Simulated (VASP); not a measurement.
An input for Ansatz (written as the equivalent of a VASP run, and not itself run):

Ansatz 0.2 input:
```yaml
crystal:
  lattice:
    - [4.3082077, -2.2677115, 0.0517417]
    - [4.3082077, 2.2677115, 0.0517417]
    - [3.0697850, 0.0000000, 3.7791886]
  atoms:
    - { symbol: Bi, position: [0.2319451, 0.2319451, 0.2319451] }
    - { symbol: Bi, position: [0.7680549, 0.7680549, 0.7680549] }
kpoints:
  mp_grid: { grid: [6, 6, 6] }
hamiltonian:
  xc: r2scan
  pseudopotentials: { kind: paw }
scf:
  occupations: { method: gaussian, width: 0.05 }
  max_iter: 100
relax:
  max_steps: 60
  f_tol: 0.01
  cell: {}
output: { forces: true, stress: true, eigenvalues: true }
```

### Question
Translate this input to VASP (INCAR, KPOINTS, POSCAR, choice of POTCAR).

### Answer
One answer among several that fit: 
**INCAR**
```
EDIFF = 1E-6
NSW = 60   ! most ionic steps
IBRION = 2
LREAL = .FALSE.
METAGGA = R2SCAN
LMAXMIX = 4
SIGMA = 0.05   ! width (eV)
LASPH = .TRUE.
ISIF = 3
ENCUT = 520   ! plane-wave cut-off (eV)
NELM = 100
PREC = Accurate
ALGO = Normal   ! blocked Davidson
LCHARG = .FALSE.
LWAVE = .FALSE.
ISMEAR = 0   ! Gaussian
SYSTEM = Bi
LMIXTAU = .TRUE.
EDIFFG = -0.01   ! ionic stop
```

### KPOINTS
```
Automatic mesh
0
Gamma
6 6 6
0 0 0
```

**POSCAR**
```
Bi
1.0
  4.3082077096  -2.2677115241   0.0517416661
  4.3082077096   2.2677115241   0.0517416661
  3.0697850221   0.0000000000   3.7791885618
Bi
2
direct
  0.2319451300   0.2319451300   0.2319451300
  0.7680548700   0.7680548700   0.7680548700
```

POTCAR, in this order: Bi_d (PBE.64 set). Program: vasp_std.

The two are equivalent in intent, not identical: each code has its own PAW files, so the cut-off isn't converted (ENCUT is set for VASP's; basis.ecutwfc is left out, and Ansatz then takes the one that its files recommend); Ansatz stops its SCF on the density residual and VASP on the energy change (EDIFF).

The compound is Bi in the a7 structure. This run relaxes it. Symmetry was kept, so distortions that lower it aren't found. The start is the result of an earlier pass.
